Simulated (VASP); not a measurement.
All values below come from MS2 meta-GGA, VASP's PBE PAW potentials (set 64) (plane waves; VASP).

VASP ran on this input.

**INCAR**
```
EDIFF = 1E-7
LASPH = .TRUE.   # aspherical one-centre terms
ISIF = 2
ALGO = Normal   # blocked Davidson
ENCUT = 520   # plane-wave cut-off (eV)
NELM = 100
LREAL = .FALSE.   # projection in real space or not
LMAXMIX = 4   # l cut-off of mixed one-centre charges
LWAVE = .FALSE.
PREC = Accurate
ISMEAR = 1   # Methfessel-Paxton
METAGGA = MS2
SIGMA = 0.1
SYSTEM = Ba
LCHARG = .FALSE.
LMIXTAU = .TRUE.
```

POSCAR:
```
Ba
5.0370290
 -0.5000000242   0.5000000242   0.5000000242
  0.5000000242  -0.5000000242   0.5000000242
  0.5000000242   0.5000000242  -0.5000000242
Ba
1
Cart
  0.0000000000   0.0000000000   0.0000000000
```

**KPOINTS**
```
kpoints
0
G
10 10 10
```

POTCAR, in this order: Ba_sv (PBE.64 set). Program: vasp_std.

Task: What will the output report for the number of irreducible k-points (NKPTS), largest plane-wave count, number of space-group operations, FFT grid (NGX, NGY, NGZ)?

Result: 
The number of irreducible k-points (NKPTS) comes out as 47. The largest plane-wave count comes out as 1745 and the number of space-group operations is 48. The FFT grid (NGX, NGY, NGZ) comes out as 32 × 32 × 32.

The compound is Ba in the bcc structure. It was relaxed first.
